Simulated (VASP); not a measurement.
**Pd2Rh2 (ordered alloy cell): computed properties**

Calculation: PBEsol GGA, VASP's PBE PAW potentials (set 64) (plane waves; VASP).

```yaml
space_group: R-3m (166)
cell: a = b = 2.7095 Å, c = 13.1458 Å, α = β = 90.00°, γ = 120.00°
volume_per_atom: 13.93 Å³/atom
band gap (on the k-mesh): none (metal, semimetal or under 0.01 eV)
density: 12.48 g/cm³
```

```
PdRh
1.0
    0.02461     3.80716     3.80716
    3.83177     0.00000     3.83177
    1.91589     1.91589     0.00000
Rh Pd
2 2
Direct
  0.00000   0.00000   0.00000
  0.00000   0.50000   0.00000
  0.50000   0.00000   0.00000
  0.50000   0.50000   0.00000
```

The structure was generated: Pd2Rh2 was put into an ordered model structure (R-3m), which need not be its known phase. It was relaxed first. Symmetry was kept, so distortions that lower it aren't found.
